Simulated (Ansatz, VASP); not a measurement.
## C (Diamond): VASP beside Ansatz

Wanted: the spread between two codes on one cell, functional and k mesh. The cell is taken from a series of VASP runs on this material, whose earlier steps may have relaxed, scaled or displaced it; both programs get it as it stands.

Main program and level: Ansatz 0.2.0; plane waves, with VASP 6.6.1 beside it; band structure at PBE0 and band structure at r2SCAN-EpsX with an exact-exchange share of 0.172.

## Step 1: The structure

The structure is cubic, space group Fd-3m (No. 227). The conventional cell has a = 3.567 Å, b = 3.567 Å, c = 3.567 Å, α = 90.00°, β = 90.00°, γ = 90.00°. C has 4 C at 1.54 Å nearest.

## Step 2: Ansatz: band structure, PBE0

Ansatz runs on its default PAW (the set named soft_2) files.

The same path points are solved in both programs, so levels can be compared one by one.

Input file input.yaml:

```yaml
crystal:
  lattice:
    - [0.0, 1.78337, 1.78337]
    - [1.78337, 0.0, 1.78337]
    - [1.78337, 1.78337, 0.0]
  atoms:
    - { symbol: C, position: [0.75, 0.75, 0.75] }
    - { symbol: C, position: [0.5, 0.5, 0.5] }
hamiltonian:
  xc: pbe0
  pseudopotentials: { kind: paw }
kpoints:
  mp_grid: { grid: [7, 7, 7] }
  band_path:
    path:
      - [0.0, 0.0, 0.0]
      - [0.38889, 0.0, 0.38889]
      - [0.5, 0.0, 0.5]
      - [0.5, 0.22222, 0.72222]
      - [0.40278, 0.34722, 0.75]
      - [0.125, 0.125, 0.25]
      - [0.27778, 0.27778, 0.27778]
      - [0.55556, 0.38889, 0.55556]
      - [0.58333, 0.25, 0.66667]
      - [0.5, 0.30556, 0.69444]
      - [0.48611, 0.48611, 0.52778]
      - [0.625, 0.25, 0.625]
      - [0.5, 0.0, 0.5]
    npoints: 1
scf:
  occupations: { method: gaussian, width: 0.03 }
  n_extra_bands: 7
output:
  forces: true
  stress: true
  eigenvalues: true
```

Run with:

```console
ansatz run input.yaml --threads 4 --pin off --max-ram 9216MiB --backend cpu --events-out ev --progress --plain --runs-dir out
```

Numbers of over 12 decimals in the logs are rounded to 6 here.

Output:

```text
Warning: output.stress: scf.convergence.dr2_threshold = 1e-7 eV (the SCF's general default) is looser than the 2e-10 eV advised for a printed stress (1e-10 eV for each atom of the cell: 2). What an SCF threshold leaves in a stress goes as its square root, and in the free energy as the threshold itself, and one threshold admits the most on a small cell: [figures from the program's tests cut] Set scf.convergence.dr2_threshold to 2e-10 eV or tighter. The threshold is an SCF's pass mark: one that does not reach it within its budget of iterations ends unconverged, or closes short of it on a stop that the run arms, and scf.convergence.dr2_threshold's page says what that costs each kind of run
Warning: output.stress: scf.exx.energy_threshold = 1e-6 eV is looser than the 2e-8 eV advised for a stress under a hybrid functional (1e-8 eV for each atom of the cell: 2). Every SCF of the exchange loop can meet its threshold on dr2 while the loop round them stops early: no threshold on dr2 bounds what that leaves in the stress. Set scf.exx.energy_threshold to 2e-8 eV or tighter. The threshold is the loop's pass mark: a loop that does not reach it within its budget of cycles ends unconverged, and scf.exx.energy_threshold's page has the law
scf.n_extra_bands = 7 over 4 filled bands (N_el = 8.0): the run solves 11 bands
Engine: ansatz 0.2.0, aarch64-unknown-linux-gnu
Pseudopotentials: kind: paw
Pseudopotential: C, paw, valence charge 4, recommended cutoff 420 eV (normal), C.paw.azcp
Functional definition: PBE0
  parameter a = 0.25
  parameter kappa = 0.804
  parameter beta = 0.066725
  exchange = (1 - a)*pbe_x(kappa = kappa, mu = beta*pi^2/3) + a*exact_x
  correlation = pbe_c(beta = beta)
Crystal: 2 atoms, lattice volume = 11.344 Å³
Basis set: ecut = 420 eV, 229 PW (Γ), exchange–correlation on 36×36×36 points (8 copies of the dense FFT grid, shifted against one another)
Bands: 11, of which v1, the nominal top of the filled ones, is band 4 counted from 1 (3 counted from 0)
Symmetry: 48 space group operations
Space group: Fd-3m (ITA 227), of the structure as read, at distance tolerance 2.2e-5 Å
k-points: 20 of 343
Non-local potential: C, projectors of the file, l = 0: 2, l = 1: 2, l = 2: 1
PAW form: soft (Blöchl's): semilocal exchange-correlation on the pseudo side does not see the compensation charge
PAW frozen core: C, regenerated for the run's functional, and the local potential with it (the file was generated under x = pbe(κ = 0.804, μ = 0.219515), c = pbe(β = 0.066725))
PAW one-centre angular grid: C, 110 points (default); XC on 64 Gauss nodes
Initial density: superposition of atomic densities (neutral atoms: chi_scale 0, normalization atom), corrected by the library's trained network
Initial wavefunctions: pseudopotential atomic-orbital guess
Functional: x = pbe(κ = 0.804, μ = 0.219515), c = pbe(β = 0.066725), warm-up for x = 0.75 pbe(κ = 0.804, μ = 0.219515) + 0.25 exact, c = pbe(β = 0.066725)
SCF iter   1: F=—  HF=-501.611879 eV  |F-HF|=—  |Δ(HF+E_count)|=         —  Δρ=1.71e-3  dr2=9.08e-5  ethr=1.77e-3  ⟨swp⟩=2.0  Hψ=1406  notcnv=0
preconditioner: auto → none  [insulator: Δε(μ)=4.277 eV  Ē_g=25.000 eV  σ=0.030 eV  W_gap=1.00  n_scr=0 (ndim 8)  ℏωp=31.2 eV  f_vac=0.000  D(μ)=0.00/eV (n_scr^D=0)]
SCF iter   2: F=-501.612066 eV  HF=-501.612017 eV  |F-HF|=4.95e-5  |Δ(HF+E_count)|=   1.38e-4  Δρ=8.40e-4  dr2=1.84e-5  ethr=1.13e-6  ⟨swp⟩=2.2  Hψ=312  notcnv=0  defer=5
SCF 1 stopped early in 2 iterations: F = -501.612066 eV  dr2 = 1.84e-5
  greatest PAW one-centre occupation: 0.644 electrons in one spin orbital (limit 2), on the C atom at site 1 (counted from 0), in its partial waves of l = 0
Initial density: handed on by an earlier stage of this run
Initial wavefunctions: those handed on with the density
Functional: x = 0.75 pbe(κ = 0.804, μ = 0.219515) + 0.25 exact, c = pbe(β = 0.066725)
Frozen-core exchange: fock
SCF iter   1: F=—  HF=-501.872351 eV  |F-HF|=—  |Δ(HF+E_count)|=         —  Δρ=9.76e-3  dr2=4.33e-3  ethr=2.31e-6  ⟨swp⟩=5.2  Hψ=976  notcnv=0
preconditioner: auto → none  [insulator: Δε(μ)=6.097 eV  Ē_g=28.500 eV  σ=0.030 eV  W_gap=1.00  n_scr=0 (ndim 8)  ℏωp=31.2 eV  f_vac=0.000  D(μ)=0.00/eV (n_scr^D=0)]
SCF iter   2: F=—  HF=-501.870686 eV  |F-HF|=—  |Δ(HF+E_count)|=   1.66e-3  Δρ=4.17e-3  dr2=7.74e-4  ethr=2.31e-6  ⟨swp⟩=3.0  Hψ=498  notcnv=0
SCF iter   3: F=—  HF=-501.872714 eV  |F-HF|=—  |Δ(HF+E_count)|=   2.03e-3  Δρ=9.36e-4  dr2=3.10e-5  ethr=2.31e-6  ⟨swp⟩=3.0  Hψ=371  notcnv=0  defer=1
iter 4 solved again at ethr=9.63e-9 eV; its pass at ethr=3.46e-7 eV (dr2=7.71e-7 eV) is discarded
SCF iter   4: F=—  HF=-501.872703 eV  |F-HF|=—  |Δ(HF+E_count)|=   1.10e-5  Δρ=1.47e-4  dr2=3.61e-6  ethr=9.63e-9  ⟨swp⟩=2.2  Hψ=742  notcnv=0
SCF iter   5: F=-501.872724 eV  HF=-501.872724 eV  |F-HF|=2.54e-7  |Δ(HF+E_count)|=   2.08e-5  Δρ=8.43e-5  dr2=5.44e-7  ethr=9.43e-9  ⟨swp⟩=3.0  Hψ=383  notcnv=0  defer=1
SCF 2 stopped early in 5 iterations: F = -501.872724 eV  dr2 = 5.44e-7
  greatest PAW one-centre occupation: 0.647 electrons in one spin orbital (limit 2), on the C atom at site 1 (counted from 0), in its partial waves of l = 0
hybrid outer 1: dexx = +2.595e-3 eV, tail = 1.19e-5 eV
Frozen-core exchange: fock
SCF iter   1: F=—  HF=-501.872780 eV  |F-HF|=—  |Δ(HF+E_count)|=         —  Δρ=8.50e-5  dr2=3.38e-7  ethr=7.41e-7  ⟨swp⟩=3.3  Hψ=492  notcnv=0
preconditioner: auto → none  [insulator: Δε(μ)=6.164 eV  Ē_g=28.508 eV  σ=0.030 eV  W_gap=1.00  n_scr=0 (ndim 8)  ℏωp=31.2 eV  f_vac=0.000  D(μ)=0.00/eV (n_scr^D=0)]
SCF iter   2: F=—  HF=-501.872780 eV  |F-HF|=—  |Δ(HF+E_count)|=   1.02e-7  Δρ=1.52e-5  dr2=1.89e-8  ethr=3.98e-9  ⟨swp⟩=3.0  Hψ=347  notcnv=0
SCF iter   3: F=-501.872780 eV  HF=-501.872780 eV  |F-HF|=2.89e-9  |Δ(HF+E_count)|=   1.06e-7  Δρ=8.35e-6  dr2=4.52e-9  ethr=5.03e-11  ⟨swp⟩=3.2  Hψ=490  notcnv=0  defer=1
SCF 3 converged in 3 iterations: F = -501.872780 eV  dr2 = 4.52e-9
  Residual-converged pass: ⟨swp⟩=2.0  Hψ=298  notcnv=0  max |occ|·‖R‖ = 2.4e-6 eV (tolerance 2.4e-6 eV)  dr2=4.51e-9  dr2_onsite=1.93e-10  max |Δocc| = 0.0e0
hybrid outer 2: dexx = +2.107e-7 eV, tail = 1.54e-8 eV, Δε = 2.84e-3 eV (about 1.05e-4 eV left of the loop's levels)
NSCF: frozen V_eff on 13 k-points
hybrid SCF converged: 2 outer / 8 inner (+2 warm-up), last move |dexx| = 2.11e-7 eV, tail = 1.54e-8 eV
Stability not checked: this state was not tested for a lower state beside it, because the functional holds exact exchange (a hybrid, or Hartree-Fock), whose exchange loop this test does not read (fock_operator; see scf.lower_state_search)
Free energy (F): -501.872780 eV
Frozen-core exchange: fock
Harris-Foulkes:  -501.872780 eV  (|F-HF|=2.89e-9)
Internal energy: -501.872780 eV  (E = F + TS)
E sigma→0 (E₀):  -501.872780 eV
Fermi energy:    15.410752 eV
--- Per-component energies (eV) ---
  E_band       = 19.520563
  E_kinetic    = 184.069820
  E_local      = -120.711435  (includes V_loc(G=0)·N_el)
  E_nonlocal   = 52.220577
  E_hartree    = 26.484095
  E_xc         = -75.622527
  E_vxc        = -93.764604  (∫ρ·V_xc dr)
  E_exx        = -21.615546  (= α·E_x^exact, valence–valence)
  E_paw        = -198.702027  (= ΣΔE_a)
  E_vpaw       = -12.031320  (= ΣTr[D̂ρ^β])
  E_aug_tail   = 0.000017  (compensation charges beyond the density's cutoff)
  E_ewald      = -347.961363
  E_core_change = -0.034390  (= ΣΔE_core)
  E_smearing   = -0.000000  (= −TS)
  E_closure    = 0.000000  (closes the sum)
  Σ components = -501.872780   (vs F -501.872780, Δ=0.00e0)
--- Forces (eV/Å), atoms counted from 1 ---
  atom   1  C     -0.00000000    -0.00000000     0.00000000
  atom   2  C      0.00000000    -0.00000000     0.00000000
  max |Σ_I F_I| component: 5.09e-17 eV/Å
--- Stress (GPa, compression-positive) ---
       -8.258987      -0.000000       0.000000
        0.000000      -8.258987      -0.000000
       -0.000000      -0.000000      -8.258987
  P = ⅓ Tr σ = -8.2590 GPa (-82.590 kbar)
--- Band table (eV; the first three rows and the last of 20) ---
  k-point 0: bands = [-11.2588, 12.3290, 12.3290, 12.3290, 20.0359, 20.0359, 20.0359, 28.3211, ... 3 higher]
  k-point 1: bands = [-10.6489, 9.0748, 11.4544, 11.4544, 21.1910, 21.1910, 21.6166, 28.8453, ... 3 higher]
  k-point 2: bands = [-8.8442, 3.7284, 10.1133, 10.1133, 22.7086, 22.7086, 22.9230, 30.0234, ... 3 higher]
  k-point 19: bands = [-2.1055, -0.2535, 2.3450, 5.1154, 22.6419, 26.5370, 27.8776, 28.7001, ... 3 higher]
```

Wall time 8.9 s (4 threads of Arm Neoverse V1, shared host); peak memory 0.44 GiB; 32 s of CPU time.

## Step 3: VASP: band structure, PBE0

The same cell, functional, mesh and smearing now go to VASP, with its own data sets and cutoff.

Lines of VASP's logs that name or quote its potential files are left out, and so is its time.

The run reads the wave functions of an earlier VASP run, which isn't shown here.

Input file INCAR:

```
SYSTEM = C
PREC = Accurate
ENCUT = 460
EDIFF = 1E-06
NELM = 100
ISMEAR = 0
SIGMA = 0.03
LREAL = .FALSE.
ALGO = Normal
LHFCALC = .TRUE.
AEXX = 0.25
GGA = PE
LASPH = .TRUE.
NBANDS = 10
PRECFOCK = Fast
HFRCUT = -1
LORBIT = 11
LWAVE = .FALSE.
LCHARG = .FALSE.
KPAR = 4
```

Input file POSCAR:

```
C
1.0
    0.0000000000      1.7833700000      1.7833700000
    1.7833700000      0.0000000000      1.7833700000
    1.7833700000      1.7833700000      0.0000000000
C
2
Direct
    0.7500000000      0.7500000000      0.7500000000
    0.5000000000      0.5000000000      0.5000000000
```

Input file KPOINTS:

```
Automatic mesh
0
Gamma
7 7 7
0 0 0
```

Input file KPOINTS_OPT:

```
Line mode
10
Line-mode
Reciprocal
  0.00000000   0.00000000   0.00000000 GAMMA
  0.50000000   0.00000000   0.50000000 X

  0.50000000   0.00000000   0.50000000 X
  0.50000000   0.25000000   0.75000000 W

  0.50000000   0.25000000   0.75000000 W
  0.37500000   0.37500000   0.75000000 K

  0.37500000   0.37500000   0.75000000 K
  0.00000000   0.00000000   0.00000000 GAMMA

  0.00000000   0.00000000   0.00000000 GAMMA
  0.50000000   0.50000000   0.50000000 L

  0.50000000   0.50000000   0.50000000 L
  0.62500000   0.25000000   0.62500000 U

  0.62500000   0.25000000   0.62500000 U
  0.50000000   0.25000000   0.75000000 W

  0.50000000   0.25000000   0.75000000 W
  0.50000000   0.50000000   0.50000000 L

  0.50000000   0.50000000   0.50000000 L
  0.37500000   0.37500000   0.75000000 K

  0.62500000   0.25000000   0.62500000 U
  0.50000000   0.00000000   0.50000000 X
```

The projector-augmented-wave data sets are C (PBE family, release 64).

Run with:

```console
mpirun -np 4 vasp_std
```

Output:

```text
[banner, memory and clock lines left out]
running    4 mpi-ranks, on    1 nodes
 distrk:  each k-point on    1 cores,    4 groups
 distr:  one band on    1 cores,    1 groups

 POSCAR found type information on POSCAR C
 POSCAR found :  1 types and       2 ions
 LDA part: xc-table for (Slater+PW92), standard interpolation
 found WAVECAR, reading the header
 POSCAR, INCAR and KPOINTS ok, starting setup
 FFT: planning ... GRIDC
 FFT: planning ... GRID_SOFT
 FFT: planning ... GRID
 HFRCUT set to (new)   9.757082
 reading WAVECAR
 the WAVECAR file was read successfully
 initial charge from wavefunction
 entering main loop
       N       E                     dE             d eps       ncg     rms          rms(c)
DAV:   1    -0.221207950836E+02   -0.22121E+02   -0.63572E-01   416   0.723E+00    0.104E+00
DAV:   2    -0.221245163788E+02   -0.37213E-02   -0.72890E-03   442   0.668E-01    0.672E-01
DAV:   3    -0.221238341926E+02    0.68219E-03   -0.36380E-04   422   0.162E-01    0.375E-01
DAV:   4    -0.221235993388E+02    0.23485E-03   -0.82161E-05   412   0.855E-02    0.209E-01
DAV:   5    -0.221235250458E+02    0.74293E-04   -0.23128E-05   420   0.465E-02    0.117E-01
DAV:   6    -0.221235018973E+02    0.23148E-04   -0.71002E-06   436   0.262E-02    0.661E-02
DAV:   7    -0.221234949400E+02    0.69574E-05   -0.23104E-06   408   0.150E-02    0.373E-02
DAV:   8    -0.221234930211E+02    0.19188E-05   -0.76834E-07   206   0.879E-03    0.213E-02
DAV:   9    -0.221234926080E+02    0.41316E-06   -0.30210E-07   206   0.572E-03
   1 F= -.22123493E+02 E0= -.22123493E+02  d E =-.371264E-34
 Start KPOINTS_OPT (optional k-point list driver)
k-point batch [1-20\100]
       N       E                     dE             ncg
DAV:   1     0.292008839489E+03   -0.62455E+04      408
DAV:   2    -0.135209727261E+03   -0.42722E+03      554
DAV:   3    -0.149969070144E+03   -0.14759E+02      452
DAV:   4    -0.150084140850E+03   -0.11507E+00      442
DAV:   5    -0.150084383530E+03   -0.24268E-03      442
DAV:   6    -0.150084383880E+03   -0.34933E-06      438
[...]
k-point batch [81-100\100]
       N       E                     dE             ncg
DAV:   1     0.100798353169E+03   -0.84414E+04      442
DAV:   2    -0.268225433621E+03   -0.36902E+03      522
DAV:   3    -0.276499741904E+03   -0.82743E+01      474
DAV:   4    -0.276559737161E+03   -0.59995E-01      512
DAV:   5    -0.276559837018E+03   -0.99857E-04      480
DAV:   6    -0.276559837137E+03   -0.11936E-06      468
```

OUTCAR, selected parts (step 3):

```text
ion  position               nearest neighbor table
   1  0.750  0.750  0.750-   2 1.54   2 1.54   2 1.54   2 1.54
   2  0.500  0.500  0.500-   1 1.54   1 1.54   1 1.54   1 1.54

  LATTYP: Found a face centered cubic cell.
 ALAT       =     3.5667400000

 Subroutine GETGRP returns: Found 48 space group operations
 (whereof 24 operations were pure point group operations)

The static configuration has the point symmetry T_d .
 The point group associated with its full space group is O_h .

 Found     20 irreducible k-points:

   k-points           NKPTS =     20   k-points in BZ     NKDIM =    343   number of bands    NBANDS=     10

   dimension x,y,z NGX =    18 NGY =   18 NGZ =   18
   dimension x,y,z NGXF=    36 NGYF=   36 NGZF=   36

   ENCUT  =  460.0 eV  33.81 Ry    5.81 a.u.   4.41  4.41  4.41*2*pi/ulx,y,z

   NELECT =       8.0000    total number of electrons

 k-points in reciprocal lattice and weights: Automatic mesh
   0.00000000  0.00000000  0.00000000       0.003
   0.14285714  0.00000000  0.00000000       0.023
   0.28571429  0.00000000  0.00000000       0.023
   0.42857143  0.00000000  0.00000000       0.023
   0.14285714  0.14285714  0.00000000       0.017
   0.28571429  0.14285714  0.00000000       0.070
   0.42857143  0.14285714  0.00000000       0.070
  -0.42857143  0.14285714  0.00000000       0.070
  -0.28571429  0.14285714  0.00000000       0.070
[...]
-0.42857143  0.42857143  0.14285714       0.070
  -0.28571429  0.42857143  0.14285714       0.070

  exchange ACFDT corr.  =         0.00000000  see jH, gK, PRB 81, 115126

 average (electrostatic) potential at core
       1 -41.2228       2 -41.2228

 E-fermi :   8.9941

 k-point     1 :       0.0000    0.0000    0.0000
  band No.  band energies     occupation
      1     -14.8533      2.00000
      2       8.7423      2.00000
      3       8.7423      2.00000
      4       8.7423      2.00000
      5      16.4467      0.00000
      6      16.4467      0.00000
      7      16.4467      0.00000
      8      24.7819      0.00000
      9      30.3735      0.00000
    ...

 k-point     2 :       0.1429    0.0000    0.0000
  band No.  band energies     occupation
      1     -14.2395      2.00000
      2       5.4926      2.00000
      3       7.8685      2.00000
      4       7.8685      2.00000
      5      17.6029      0.00000
      6      17.6029      0.00000
      7      18.0330      0.00000
      8      25.3016      0.00000
      9      31.2863      0.00000
    ...

 k-point     3 :       0.2857    0.0000    0.0000
  band No.  band energies     occupation
      1     -12.4351      2.00000
      2       0.1396      2.00000
      3       6.5292      2.00000
      4       6.5292      2.00000
      5      19.1191      0.00000
      6      19.1191      0.00000
      7      19.3488      0.00000
      8      26.4739      0.00000
      9      32.1105      0.00000
    ...

  energy-cutoff  :      460.00
  volume of cell :       11.34
      direct lattice vectors                 reciprocal lattice vectors
     0.000000000  1.783370000  1.783370000    -0.280368067  0.280368067  0.280368067
     1.783370000  0.000000000  1.783370000     0.280368067 -0.280368067  0.280368067
     1.783370000  1.783370000  0.000000000     0.280368067  0.280368067 -0.280368067

 POSITION                                       TOTAL-FORCE (eV/Angst)
 -----------------------------------------------------------------------------------
      2.67505      2.67505      2.67505         0.000000      0.000000      0.000000
      1.78337      1.78337      1.78337        -0.000000     -0.000000     -0.000000
 -----------------------------------------------------------------------------------
    total drift:                               -0.000000      0.000000     -0.000000

  FREE ENERGIE OF THE ION-ELECTRON SYSTEM (eV)
  ---------------------------------------------------
  free  energy   TOTEN  =       -22.1234926080 eV

  energy  without entropy=      -22.1234926080  energy(sigma->0) =      -22.12349261

 total charge
# of ion       s       p       d       tot
------------------------------------------
    1        0.835   1.743   0.000   2.578
    2        0.835   1.743   0.000   2.578
--------------------------------------------------
tot          1.670   3.486   0.000   5.156

[... 3 further parts left out ...]
```

## Step 4: Side by side

Known differences besides the potentials themselves: exact exchange at q = 0 is treated differently, which shows on coarse meshes; VASP keeps PBE cores, Ansatz makes them for the functional; the cutoff is 420 eV in Ansatz and 460 eV in VASP; VASP takes a coarser grid for exact exchange (PRECFOCK = Fast). Total energies have different zeros and are not compared.

Compared:

```csv
quantity,Ansatz,VASP,difference
gap over the path points (eV),6.053,6.048,+0.005
```

Levels at points of the path, from each program's valence-band top (eV; 3 filled, then empty):

```csv
k (reciprocal lattice),Ansatz,VASP
0.000 0.000 0.000,0.00 0.00 0.00 7.71 7.71 7.71,0.00 0.00 0.00 7.70 7.70 7.70
0.389 0.000 0.389,-10.07 -6.42 -6.42 6.05 8.42 18.47,-10.07 -6.42 -6.42 6.05 8.42 18.49
0.500 0.000 0.500,-14.13 -6.91 -6.91 6.67 6.67 19.99,-14.13 -6.91 -6.91 6.67 6.67 20.01
0.500 0.222 0.722,-13.32 -9.02 -9.02 12.41 12.41 15.53,-13.33 -9.02 -9.02 12.41 12.41 15.54
0.403 0.347 0.750,-12.97 -10.12 -6.20 8.08 13.16 17.04,-12.97 -10.11 -6.19 8.07 13.17 17.06
0.125 0.125 0.250,-4.41 -3.52 -0.84 9.00 10.29 10.50,-4.40 -3.52 -0.83 8.99 10.29 10.51
0.278 0.278 0.278,-8.30 -2.15 -2.15 10.33 10.33 10.55,-8.31 -2.15 -2.15 10.32 10.32 10.56
0.556 0.389 0.556,-14.01 -5.89 -4.12 9.53 12.93 13.70,-14.01 -5.88 -4.12 9.53 12.93 13.72
0.583 0.250 0.667,-12.95 -10.05 -6.54 8.57 13.18 16.76,-12.95 -10.04 -6.54 8.57 13.19 16.77
0.500 0.306 0.694,-12.60 -9.37 -7.42 11.56 12.89 15.85,-12.60 -9.37 -7.42 11.56 12.90 15.87
```

Among the levels compared at these points, filled levels agree within 6 meV and empty ones within 21 meV.

(Part 1 of 2 ends here.)

[Lines on the potential files, build, host, timing and source positions are cut from VASP's logs without a mark.]

[Logs are printed without paths, hosts, clocks, repeated set-up lines and the standing remarks that a program may print on its own settings, such as how far it seeks lower states.]

[Hosts, paths, dates, database ids (printed as entryN), source tags and the programs' standing remarks are cut or masked in the printed files.]
